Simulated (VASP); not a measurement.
Output of a VASP run:

OSZICAR:
```
       N       E                     dE             d eps       ncg     rms          rms(c)
DAV:   1     0.246331433427E+03    0.24633E+03   -0.13349E+04  3840   0.182E+03
DAV:   2     0.103977998988E+02   -0.23593E+03   -0.23468E+03  3992   0.489E+02
DAV:   3    -0.165436001010E+02   -0.26941E+02   -0.26737E+02  7568   0.136E+02
DAV:   4    -0.176834320240E+02   -0.11398E+01   -0.11396E+01  3984   0.290E+01
DAV:   5    -0.177482776415E+02   -0.64846E-01   -0.64842E-01  6360   0.473E+00    0.119E+01
DAV:   6    -0.156666273214E+02    0.20817E+01   -0.78803E+00  4512   0.327E+01    0.300E+00
DAV:   7    -0.156539110752E+02    0.12716E-01   -0.80517E-01  5760   0.764E+00    0.204E+00
DAV:   8    -0.156815978912E+02   -0.27687E-01   -0.21755E-01  4504   0.619E+00    0.686E-01
DAV:   9    -0.156727462285E+02    0.88517E-02   -0.51928E-02  4680   0.263E+00    0.645E-02
DAV:  10    -0.156729964947E+02   -0.25027E-03   -0.24163E-03  5952   0.403E-01    0.818E-02
DAV:  11    -0.156730259053E+02   -0.29411E-04   -0.17423E-04  4960   0.120E-01    0.278E-02
DAV:  12    -0.156730150072E+02    0.10898E-04   -0.32191E-05  4840   0.500E-02    0.331E-03
DAV:  13    -0.156730168997E+02   -0.18925E-05   -0.58874E-07  2928   0.822E-03    0.558E-04
DAV:  14    -0.156730177978E+02   -0.89813E-06   -0.19532E-07  2408   0.407E-03
   1 F= -.15673018E+02 E0= -.15673781E+02  d E =-.156730E+02
```

OUTCAR:
```
------------------------ aborting loop because EDIFF is reached ----------------------------------------
  FORCE on cell =-STRESS in cart. coord.  units (eV):
  Direction    XX          YY          ZZ          XY          YZ          ZX
  --------------------------------------------------------------------------------------
  Total        0.0108751      0.0108751     -0.0184046      0.0000000      0.0000000     -0.0000000
  in kB        0.5024820      0.5024820     -0.8503825      0.0000000      0.0000000     -0.0000000
  external PRESSURE =       0.0515271 kB  Pullay stress =       0.0000000 kB
  volume of cell :       34.68
      direct lattice vectors                 reciprocal lattice vectors
     1.467276043 -2.541396712  0.000000000     0.340767508 -0.196742208  0.000000000
     1.467276043  2.541396712  0.000000000     0.340767508  0.196742208  0.000000000
     0.000000000  0.000000000  4.649523672     0.000000000  0.000000000  0.215075795
 POSITION                                       TOTAL-FORCE (eV/Angst)
 -----------------------------------------------------------------------------------
      1.46728      0.84713      1.16238        -0.000000      0.000000      0.000000
      1.46728     -0.84713      3.48714         0.000000     -0.000000      0.000000
 -----------------------------------------------------------------------------------
    total drift:                                0.000000      0.001063     -0.000021
  FREE ENERGIE OF THE ION-ELECTRON SYSTEM (eV)
  ---------------------------------------------------
  free  energy   TOTEN  =       -15.6730177978 eV

  energy  without entropy=      -15.6753066025  energy(sigma->0) =      -15.67378073

 reached required accuracy - stopping structural energy minimisation
```
(Selected blocks of OUTCAR.)

**POSCAR**
```
Ti
1
    1.4672760426    -2.5413967124    -0.0000000000
    1.4672760426     2.5413967124     0.0000000000
    0.0000000000     0.0000000000     4.6495236718
Ti
2
Direct
  0.3333330000   0.6666670000   0.2500000000
  0.6666670000   0.3333330000   0.7500000000
```

Task: Reconstruct the remaining input files.

Result: One answer among several that fit: the input of the run itself, PBE GGA, plane waves, VASP's PBE PAW potentials (set 64).

### KPOINTS
```
Automatic mesh
0
Gamma
14 14 8
0 0 0
```

**INCAR**
```
EDIFF = 1E-6
LCHARG = .False.
IBRION = 2
SYSTEM = Ti
GGA = PE
ENCUT = 500
SIGMA = 0.1
ALGO = Normal   ! blocked Davidson
ISIF = 3   ! ions, shape and volume
PREC = Accurate
LMAXMIX = 4   ! l cut-off of mixed one-centre charges
LASPH = .True.   ! aspherical one-centre terms
ISMEAR = 1   ! Methfessel-Paxton
NELM = 100   ! most electronic steps
EDIFFG = -0.02
LWAVE = .False.
NSW = 40
LREAL = .False.   ! projection in real space or not
```

POTCAR, in this order: Ti_sv (PBE.64 set). Program: vasp_std.

The compound is Ti in the hcp structure. It was relaxed first.
